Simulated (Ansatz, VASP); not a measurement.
## H2CClF: VASP beside Ansatz

One calculation is typed for both programs; each brings its own data sets. How far apart do they land? The cell is taken from a series of runs on this material, whose earlier steps may have relaxed, scaled, displaced or heated it; both programs get it as it stands.

Main program and level: Ansatz 0.2.0; plane waves, with VASP 6.6.1 beside it; single point at PBE, single point at LDA and single point at PBEsol.

## (1) Set-up

The structure is monoclinic, space group P2_1 (No. 4). Conventional cell: a = 5.021 Å, b = 4.148 Å, c = 6.768 Å, α = 90.00°, β = 108.21°, γ = 90.00°. H has 1 C at 1.09 Å nearest. Nearest to H lie 1 C at 1.09 Å. Nearest to C lie 2 H at 1.09 Å and 1 F at 1.38 Å and 1 Cl at 1.79 Å. Nearest to Cl lie 1 C at 1.79 Å. Nearest to F lie 1 C at 1.38 Å. Farther neighbours and most contacts between anions are not listed.

Structure file:

```xyz
10
Lattice="5.0206 0.0000 0.0000 0.0000 4.1477 0.0000 -2.1143 0.0000 6.4288" Properties=species:S:1:pos:R:3 pbc="T T T"
H     1.1044    1.6235    0.9988
H     1.8019    3.6974    5.4301
H     2.2934    0.4477    1.7414
H     0.6129    2.5215    4.6875
C     1.3271    0.5838    1.2489
C     1.5792    2.6577    5.1799
Cl    0.0572    0.0105    2.3680
Cl    2.8490    2.0843    4.0608
F     1.2965    3.9729    0.0964
F     1.6098    1.8991    6.3324
```

## (2) VASP: single point, PBE

With cell and atoms fixed, the geometry can't cause a difference; cores, projectors, grids and the points listed under the comparison can.

Lines of VASP's logs that name or quote its potential files are left out, and so is its time.

File INCAR:

```
SYSTEM = H2CClF
PREC = Accurate
ENCUT = 600
EDIFF = 1E-06
NELM = 120
ISMEAR = -1
SIGMA = 0.02
LREAL = .FALSE.
ALGO = Normal
GGA = PE
NBANDS = 30
LORBIT = 11
LWAVE = .FALSE.
LCHARG = .FALSE.
ISIF = 2
LASPH = .TRUE.
GGA_COMPAT = .FALSE.
EFERMI = MIDGAP
KPAR = 2
```

File POSCAR:

```
H2CClF
1.0
    5.0206000000      0.0000000000      0.0000000000
    0.0000000000      4.1477000000      0.0000000000
   -2.1143188253      0.0000000000      6.4288463713
H C Cl F
4 2 2 2
Direct
    0.2853907074      0.3914333251      0.1553547444
    0.7146092926      0.8914333251      0.8446452556
    0.5708661695      0.1079278767      0.2708692269
    0.4291338305      0.6079278767      0.7291307731
    0.3461441783      0.1407585261      0.1942650717
    0.6538558217      0.6407585261      0.8057349283
    0.1665216804      0.0025228448      0.3683413112
    0.8334783196      0.5025228448      0.6316586888
    0.2645503672      0.9578574273      0.0149998989
    0.7354496328      0.4578574273      0.9850001011
```

File KPOINTS:

```
Automatic mesh
0
Gamma
6 6 4
0 0 0
```

PAW data sets: H, C, Cl and F (PBE family, release 64).

The run is started by

```bash
$ mpirun -np 2 vasp_std
```

Numbers of over 12 decimals in the logs are rounded to 6 here.

The program printed:

```text
[banner, memory and clock lines left out]
running    2 mpi-ranks, on    1 nodes
 distrk:  each k-point on    1 cores,    2 groups
 distr:  one band on    1 cores,    1 groups

 POSCAR found type information on POSCAR H C ClF
 POSCAR found :  4 types and      10 ions
 LDA part: xc-table for (Slater+PW92), standard interpolation
 POSCAR, INCAR and KPOINTS ok, starting setup
 FFT: planning ... GRIDC
 FFT: planning ... GRID_SOFT
 FFT: planning ... GRID
 WAVECAR not read
 entering main loop
       N       E                     dE             d eps       ncg     rms          rms(c)
DAV:   1     0.257941276204E+03    0.25794E+03   -0.20964E+04  3360   0.132E+03
DAV:   2    -0.268592093546E+02   -0.28480E+03   -0.27615E+03  4248   0.270E+02
DAV:   3    -0.473255278369E+02   -0.20466E+02   -0.20364E+02  4436   0.784E+01
DAV:   4    -0.475523490149E+02   -0.22682E+00   -0.22662E+00  4244   0.940E+00
DAV:   5    -0.475557278094E+02   -0.33788E-02   -0.33785E-02  4400   0.110E+00    0.161E+01
DAV:   6    -0.457307341322E+02    0.18250E+01   -0.22435E+00  4282   0.109E+01    0.806E+00
DAV:   7    -0.453276323465E+02    0.40310E+00   -0.87563E-01  4404   0.611E+00    0.325E+00
DAV:   8    -0.453156581371E+02    0.11974E-01   -0.15139E-01  4044   0.263E+00    0.123E+00
DAV:   9    -0.453157027051E+02   -0.44568E-04   -0.10262E-02  4096   0.811E-01    0.220E-01
DAV:  10    -0.453161700902E+02   -0.46739E-03   -0.22348E-03  4380   0.304E-01    0.674E-02
DAV:  11    -0.453161941914E+02   -0.24101E-04   -0.28979E-04  4092   0.132E-01    0.351E-02
DAV:  12    -0.453161941802E+02    0.11200E-07   -0.59798E-05  4204   0.637E-02    0.155E-02
DAV:  13    -0.453162145870E+02   -0.20407E-04   -0.22031E-05  3660   0.319E-02    0.416E-03
DAV:  14    -0.453162151356E+02   -0.54866E-06   -0.54455E-07  3584   0.482E-03
   1 F= -.45316215E+02 E0= -.45316215E+02  d E =0.000000E+00
```

Parts of OUTCAR (step 2):

```text
ion  position               nearest neighbor table
   1  0.285  0.391  0.155-   5 1.09
   2  0.715  0.891  0.845-   6 1.09
   3  0.571  0.108  0.271-   5 1.09
   4  0.429  0.608  0.729-   6 1.09
   5  0.346  0.141  0.194-   1 1.09   3 1.09   9 1.38   7 1.79
   6  0.654  0.641  0.806-   2 1.09   4 1.09  10 1.38   8 1.79
   7  0.167  0.003  0.368-   5 1.79
   8  0.833  0.503  0.632-   6 1.79
   9  0.265  0.958  0.015-   5 1.38
  10  0.735  0.458  0.985-   6 1.38

  LATTYP: Found a simple monoclinic cell.
 ALAT       =     5.0206000000
 B/A-ratio  =     0.8261363184
 C/A-ratio  =     1.3479663785
 COS(beta)  =    -0.3124178180

 Subroutine GETGRP returns: Found  2 space group operations
 (whereof  1 operations were pure point group operations)

The static configuration has the point symmetry C_1 .
 The point group associated with its full space group is C_2 .

 Found     56 irreducible k-points:

   k-points           NKPTS =     56   k-points in BZ     NKDIM =     56   number of bands    NBANDS=     30

   dimension x,y,z NGX =    40 NGY =   36 NGZ =   54
   dimension x,y,z NGXF=    80 NGYF=   72 NGZF=  108

   ENCUT  =  600.0 eV  44.10 Ry    6.64 a.u.  10.03  8.28 13.52*2*pi/ulx,y,z

   NELECT =      40.0000    total number of electrons

 k-points in reciprocal lattice and weights: Automatic mesh
   0.00000000  0.00000000  0.00000000       0.007
   0.16666667  0.00000000  0.00000000       0.014
   0.33333333  0.00000000  0.00000000       0.014
   0.50000000  0.00000000  0.00000000       0.007
   0.00000000  0.16666667  0.00000000       0.014
   0.16666667  0.16666667  0.00000000       0.028
   0.33333333  0.16666667  0.00000000       0.028
   0.50000000  0.16666667  0.00000000       0.014
   0.00000000  0.33333333  0.00000000       0.014
[...]
0.33333333  0.50000000  0.50000000       0.014
   0.50000000  0.50000000  0.50000000       0.007

 average (electrostatic) potential at core
       1 -37.5470       2 -37.5470       3 -37.5614       4 -37.5614       5 -56.4148
       6 -56.4148       7 -95.7649       8 -95.7649       9 -80.7524      10 -80.7524

 E-fermi :   1.1681

 k-point     1 :       0.0000    0.0000    0.0000
  band No.  band energies     occupation
    ...
     16      -3.7433      2.00000
     17      -2.6158      2.00000
     18      -2.5899      2.00000
     19      -2.5708      2.00000
     20      -2.1036      2.00000
     21       4.5451      0.00000
     22       4.7849      0.00000
     23       5.2488      0.00000
     24       6.3818      0.00000
     25       6.5673      0.00000
    ...

 k-point     2 :       0.1667    0.0000    0.0000
  band No.  band energies     occupation
    ...
     16      -3.7101      2.00000
     17      -2.5865      2.00000
     18      -2.5446      2.00000
     19      -2.4221      2.00000
     20      -2.0803      2.00000
     21       4.4531      0.00000
     22       4.6852      0.00000
     23       5.4950      0.00000
     24       6.1448      0.00000
     25       6.6307      0.00000
    ...

 k-point     3 :       0.3333    0.0000    0.0000
  band No.  band energies     occupation
    ...
     16      -3.6478      2.00000
     17      -2.5617      2.00000
     18      -2.4535      2.00000
     19      -2.1493      2.00000
     20      -1.9877      2.00000
     21       4.2418      0.00000
     22       4.8125      0.00000
     23       5.3854      0.00000
     24       6.2002      0.00000
     25       6.6734      0.00000
    ...

  Total        0.6949621      1.1907158      1.5200785      0.0000000      0.0000000      0.1896824
  in kB        8.3171722     14.2502567     18.1920057      0.0000000      0.0000000      2.2700819
  external PRESSURE =      13.5864782 kB  Pullay stress =       0.0000000 kB

  energy-cutoff  :      600.00
  volume of cell :      133.87
      direct lattice vectors                 reciprocal lattice vectors
     5.020600000  0.000000000  0.000000000     0.199179381  0.000000000  0.065506110
     0.000000000  4.147700000  0.000000000     0.000000000  0.241097476  0.000000000
    -2.114318825  0.000000000  6.428846371     0.000000000  0.000000000  0.155548903

 POSITION                                       TOTAL-FORCE (eV/Angst)
 -----------------------------------------------------------------------------------
      1.10436      1.62355      0.99875        -0.001478      0.004653     -0.004280
      1.80192      3.69740      5.43009         0.001478      0.004653      0.004280
      2.29339      0.44765      1.74138         0.004774     -0.002735      0.001297
      0.61289      2.52150      4.68747        -0.004774     -0.002735     -0.001297
      1.32711      0.58382      1.24890        -0.081848      0.163145      0.370246
      1.57917      2.65767      5.17995         0.081848      0.163145     -0.370246
      0.05725      0.01046      2.36801         0.078358      0.034303     -0.064653
      2.84903      2.08431      4.06084        -0.078358      0.034303      0.064653
      1.29649      3.97291      0.09643        -0.005757     -0.199366     -0.305502
      1.60979      1.89906      6.33241         0.005757     -0.199366      0.305502
 -----------------------------------------------------------------------------------
    total drift:                                0.000000      0.000387      0.000000

  FREE ENERGIE OF THE ION-ELECTRON SYSTEM (eV)
  ---------------------------------------------------
  free  energy   TOTEN  =       -45.3162151356 eV

  energy  without entropy=      -45.3162151356  energy(sigma->0) =      -45.31621514

 total charge
# of ion       s       p       d       tot
------------------------------------------
    1        0.647   0.049   0.000   0.696
    2        0.647   0.049   0.000   0.696
    3        0.647   0.049   0.000   0.696
    4        0.647   0.049   0.000   0.696
    5        0.836   1.618   0.000   2.455
    6        0.836   1.618   0.000   2.455
    7        1.605   3.518   0.000   5.123
    8        1.605   3.518   0.000   5.123
    9        1.743   4.368   0.000   6.111
   10        1.743   4.368   0.000   6.111
--------------------------------------------------
tot         10.958  19.205   0.000  30.163

[... 3 further parts left out ...]
```

The run ends at a pressure of 1.36 GPa, with forces up to 0.41 eV/Å.

## (3) Ansatz: single point, PBE

Ansatz runs on its default PAW (the set named soft_2) files.

The same cell, functional, mesh and smearing now go to Ansatz, which takes its cutoff from its data sets.

File input.yaml:

```yaml
crystal:
  lattice:
    - [5.0206, 0.0, 0.0]
    - [0.0, 4.1477, 0.0]
    - [-2.1143188253, 0.0, 6.4288463713]
  atoms:
    - { symbol: H, position: [0.2853907074, 0.3914333251, 0.1553547444] }
    - { symbol: H, position: [0.7146092926, 0.8914333251, 0.8446452556] }
    - { symbol: H, position: [0.5708661695, 0.1079278767, 0.2708692269] }
    - { symbol: H, position: [0.4291338305, 0.6079278767, 0.7291307731] }
    - { symbol: C, position: [0.3461441783, 0.1407585261, 0.1942650717] }
    - { symbol: C, position: [0.6538558217, 0.6407585261, 0.8057349283] }
    - { symbol: Cl, position: [0.1665216804, 0.0025228448, 0.3683413112] }
    - { symbol: Cl, position: [0.8334783196, 0.5025228448, 0.6316586888] }
    - { symbol: F, position: [0.2645503672, 0.9578574273, 0.0149998989] }
    - { symbol: F, position: [0.7354496328, 0.4578574273, 0.9850001011] }
kpoints:
  mp_grid: { grid: [6, 6, 4] }
  band_path:
    path:
      - [0.0, 0.0, 0.0]
      - [0.0, 0.5, 0.0]
      - [0.0, 0.5, 0.5]
      - [0.0, 0.0, 0.5]
      - [0.0, 0.0, 0.0]
      - [-0.5, 0.0, 0.5]
      - [-0.5, 0.5, 0.5]
      - [0.0, 0.5, 0.0]
      - [-0.5, 0.5, 0.0]
      - [-0.5, 0.0, 0.0]
      - [0.0, 0.0, 0.0]
    npoints: 10
hamiltonian:
  xc: pbe
scf:
  occupations: { method: fermi_dirac, width: 0.02 }
  n_extra_bands: 7
output:
  eigenvalues: true
  forces: true
  stress: true
  write_density: true
  write_potential: true
  elf: true
  volumetric_format: npy
```

The run is started by

```bash
$ ansatz run input.yaml --threads 3 --pin off --max-ram 92160MiB --backend cuda --devices 1 --max-vram 13GiB --events-out ev --progress --plain --runs-dir out
```

The program printed:

```text
scf.n_extra_bands = 7 over 20 filled bands (N_el = 40.0): the run solves 27 bands
GPUs: using 1 of 1 available (devices: 1).
Engine: ansatz 0.2.0, x86_64-unknown-linux-gnu
Pseudopotentials: kind: paw
Pseudopotential: H, paw, valence charge 1, recommended cutoff 420 eV (normal), H.paw.azcp
Pseudopotential: C, paw, valence charge 4, recommended cutoff 420 eV (normal), C.paw.azcp
Pseudopotential: Cl, paw, valence charge 7, recommended cutoff 420 eV (normal), Cl.paw.azcp
Pseudopotential: F, paw, valence charge 7, recommended cutoff 420 eV (normal), F.paw.azcp
Functional definition: PBE
  parameter kappa = 0.804
  parameter beta = 0.066725
  exchange = pbe_x(kappa = kappa, mu = beta*pi^2/3)
  correlation = pbe_c(beta = beta)
device memory: the entry about to start is reckoned to put 3.0 GiB on a device that reports 26.3 GiB free (of which the cap on the GPU budget leaves the run 13.0 GiB)
GPU FFT provider: cuFFT
GPU libraries: cuBLAS 13.8.2, cuFFT 12.4.0, cuSOLVER 12.3.4
Crystal: 10 atoms, lattice volume = 133.874 Å³
Basis set: ecut = 420 eV, 2603 PW (Γ), exchange–correlation on 72×60×96 points (8 copies of the dense FFT grid, shifted against one another)
Bands: 27, of which v1, the nominal top of the filled ones, is band 20 counted from 1 (19 counted from 0)
Symmetry: 2 space group operations
Space group: P21 (ITA 4), of the structure as read, at distance tolerance 5.1e-5 Å
k-points: 56 of 144 (time reversal used)
Non-local potential: H, projectors of the file, l = 0: 2, l = 1: 1
Non-local potential: C, projectors of the file, l = 0: 2, l = 1: 2, l = 2: 1
Non-local potential: Cl, projectors of the file, l = 0: 2, l = 1: 2, l = 2: 2
Non-local potential: F, projectors of the file, l = 0: 2, l = 1: 2, l = 2: 1
PAW form: soft (Blöchl's): semilocal exchange-correlation on the pseudo side does not see the compensation charge
PAW one-centre angular grid: H, 110 points (default); XC on 64 Gauss nodes
PAW one-centre angular grid: C, 110 points (default); XC on 64 Gauss nodes
PAW one-centre angular grid: Cl, 110 points (default); XC on 64 Gauss nodes
PAW one-centre angular grid: F, 110 points (default); XC on 64 Gauss nodes
Initial density: superposition of atomic densities (neutral atoms: chi_scale 0, normalization atom), corrected by the library's trained network
Initial wavefunctions: pseudopotential atomic-orbital guess
GPU buffer pool allocated for 51840 grid points (all kernels)
GPU transforms: local potential and band sums: pruned to the plane-wave sphere, on 36×27×45
Functional: x = pbe(κ = 0.804, μ = 0.219515), c = pbe(β = 0.066725)
SCF iter   1: F=—  HF=-4341.606404 eV  |F-HF|=—  |Δ(HF+E_count)|=         —  Δρ=1.54e-3  dr2=8.84e-4  ethr=1.77e-3  ⟨swp⟩=6.9  Hψ=7698  notcnv=0
preconditioner: auto → Resta (q_TF=auto, 2.231 Å⁻¹)  ε∞=3.1  [insulator: Δε(μ)=5.996 eV  Ē_g=13.159 eV  σ=0.020 eV  W_gap=1.00  n_scr=26 (ndim 8)  ℏωp=19.3 eV  f_vac=0.108  D(μ)=0.00/eV (n_scr^D=0)  ε∞_Penn≈3.1]
SCF iter   2: F=—  HF=-4341.607807 eV  |F-HF|=—  |Δ(HF+E_count)|=   1.40e-3  Δρ=8.10e-4  dr2=2.65e-4  ethr=2.21e-6  ⟨swp⟩=3.8  Hψ=3975  notcnv=0  defer=112
SCF iter   3: F=—  HF=-4341.608457 eV  |F-HF|=—  |Δ(HF+E_count)|=   6.51e-4  Δρ=3.02e-4  dr2=5.44e-5  ethr=6.63e-7  ⟨swp⟩=2.0  Hψ=2297  notcnv=0  defer=112
SCF iter   4: F=—  HF=-4341.608664 eV  |F-HF|=—  |Δ(HF+E_count)|=   2.06e-4  Δρ=6.34e-5  dr2=4.91e-6  ethr=1.36e-7  ⟨swp⟩=2.0  Hψ=2287  notcnv=0  defer=112
SCF iter   5: F=—  HF=-4341.608666 eV  |F-HF|=—  |Δ(HF+E_count)|=   2.24e-6  Δρ=3.62e-5  dr2=1.07e-6  ethr=1.23e-8  ⟨swp⟩=2.6  Hψ=2384  notcnv=0  defer=112
SCF iter   6: F=—  HF=-4341.608666 eV  |F-HF|=—  |Δ(HF+E_count)|=   3.17e-7  Δρ=1.31e-5  dr2=1.68e-7  ethr=2.68e-9  ⟨swp⟩=2.9  Hψ=2979  notcnv=0  defer=112
SCF iter   7: F=-4341.608667 eV  HF=-4341.608667 eV  |F-HF|=5.45e-10  |Δ(HF+E_count)|=   9.33e-8  Δρ=1.74e-6  dr2=3.56e-9  ethr=2.50e-10  ⟨swp⟩=14.1  Hψ=12361  notcnv=0
SCF 1 converged in 7 iterations: F = -4341.608667 eV  dr2 = 3.56e-9
  greatest PAW one-centre occupation: 0.932 electrons in one spin orbital (limit 2), on the F atom at site 9 (counted from 0), in its partial waves of l = 0
device memory: the entry about to start is reckoned to put 1.6 GiB on a device that reports 35.8 GiB free (of which the cap on the GPU budget leaves the run 13.0 GiB)
NSCF: frozen V_eff on 101 k-points
SCF converged after 7 iterations
Free energy (F): -4341.608667 eV
Harris-Foulkes:  -4341.608667 eV  (|F-HF|=5.45e-10)
Internal energy: -4341.608667 eV  (E = F + TS)
E sigma→0 (E₀):  -4341.608667 eV
Fermi energy:    2.381360 eV
--- Per-component energies (eV) ---
  E_band       = -302.459235
  E_kinetic    = 966.186670
  E_local      = -2749.918100  (includes V_loc(G=0)·N_el)
  E_nonlocal   = 264.472518
  E_hartree    = 983.655454
  E_xc         = -502.592307
  E_vxc        = -609.484302  (∫ρ·V_xc dr)
  E_paw        = -1919.565126  (= ΣΔE_a)
  E_vpaw       = -141.024813  (= ΣTr[D̂ρ^β])
  E_aug_tail   = -0.001295  (compensation charges beyond the density's cutoff)
  E_ewald      = -1383.846480
  E_smearing   = -0.000000  (= −TS)
  E_closure    = 0.000000  (closes the sum)
  Σ components = -4341.608667   (vs F -4341.608667, Δ=0.00e0)
--- Forces (eV/Å), atoms counted from 1 ---
  atom   1  H     -0.00036669    -0.00414191    -0.00024975
  atom   2  H      0.00036669    -0.00414191     0.00024975
  atom   3  H     -0.00443299    -0.00210874    -0.00031248
  atom   4  H      0.00443299    -0.00210874     0.00031248
  atom   5  C     -0.00750651     0.00829047     0.01202951
  atom   6  C      0.00750651     0.00829047    -0.01202951
  atom   7  Cl     0.00718485     0.00124737    -0.00531742
  atom   8  Cl    -0.00718485     0.00124737     0.00531742
  atom   9  F     -0.00089145    -0.00328736    -0.00655413
  atom  10  F      0.00089145    -0.00328736     0.00655413
  max |Σ_I F_I| component: 3.30e-7 eV/Å
--- Stress (GPa, compression-positive) ---
        1.237928      -0.000000       0.020894
       -0.000000       1.324082      -0.000000
        0.020892      -0.000000       1.392227
  P = ⅓ Tr σ = 1.3181 GPa (13.181 kbar)
--- Band table (eV; the first three rows and the last of 56) ---
  k-point 0: bands = [... 16 lower, -1.4015, -1.3764, -1.3552, -0.8884, 5.7133, 5.9528, 6.4523, 7.5892, ... 3 higher]
  k-point 1: bands = [... 16 lower, -1.5069, -1.3150, -1.2744, -0.9040, 5.7294, 5.9026, 6.5344, 7.3298, ... 3 higher]
  k-point 2: bands = [... 16 lower, -1.5417, -1.2640, -1.2484, -0.9205, 5.7842, 5.8114, 6.7083, 7.0239, ... 3 higher]
  k-point 55: bands = [... 16 lower, -1.4114, -1.4114, -0.6445, -0.6445, 5.8940, 5.8940, 7.1943, 7.1943, ... 3 higher]
```

In the SCF lines HF is the Harris–Foulkes energy and dr2 the Hartree energy of the density residual, in eV; the loop may stop once dr2 is under the threshold and the program's other checks hold. Hψ counts applications of the Hamiltonian.

## (4) Comparison

Known differences besides the potentials themselves: the cutoff is 420 eV in Ansatz and 600 eV in VASP. Total energies have different zeros and are not compared.

Compared:

| quantity | Ansatz | VASP | difference |
| --- | --- | --- | --- |
| pressure (GPa) | 1.32 | 1.36 | -0.04 |
| gap on the k mesh (eV) | 5.996 | 6.037 | -0.041 |

Forces (eV/Å; atoms numbered as in POSCAR):

| atom | Ansatz x, y, z | VASP x, y, z |
| --- | --- | --- |
| H1 | 0.000, -0.004, 0.000 | -0.001, 0.005, -0.004 |
| H2 | 0.000, -0.004, 0.000 | 0.001, 0.005, 0.004 |
| H3 | -0.004, -0.002, 0.000 | 0.005, -0.003, 0.001 |
| H4 | 0.004, -0.002, 0.000 | -0.005, -0.003, -0.001 |
| C5 | -0.008, 0.008, 0.012 | -0.082, 0.163, 0.370 |
| C6 | 0.008, 0.008, -0.012 | 0.082, 0.163, -0.370 |
| Cl7 | 0.007, 0.001, -0.005 | 0.078, 0.034, -0.065 |
| Cl8 | -0.007, 0.001, 0.005 | -0.078, 0.034, 0.065 |
| F9 | -0.001, -0.003, -0.007 | -0.006, -0.199, -0.306 |
| F10 | 0.001, -0.003, 0.007 | 0.006, -0.199, 0.306 |

The forces differ by 140 meV/Å r.m.s., where the r.m.s. force is 0.005 eV/Å in Ansatz and 0.145 eV/Å in VASP: the atoms lie near their places of rest in Ansatz, so a percentage would say little (all taken over all components). A gap on the mesh is an upper bound, since the band edges may lie between its points.

(Continued in part 2 of 2.)

[Lines on the potential files, build, host, timing and source positions are cut from VASP's logs without a mark.]

[Logs are printed without paths, hosts, clocks, repeated set-up lines and the standing remarks that a program may print on its own settings, such as how far it seeks lower states.]

[Hosts, paths, dates, database ids (printed as entryN), source tags and the programs' standing remarks are cut or masked in the printed files.]
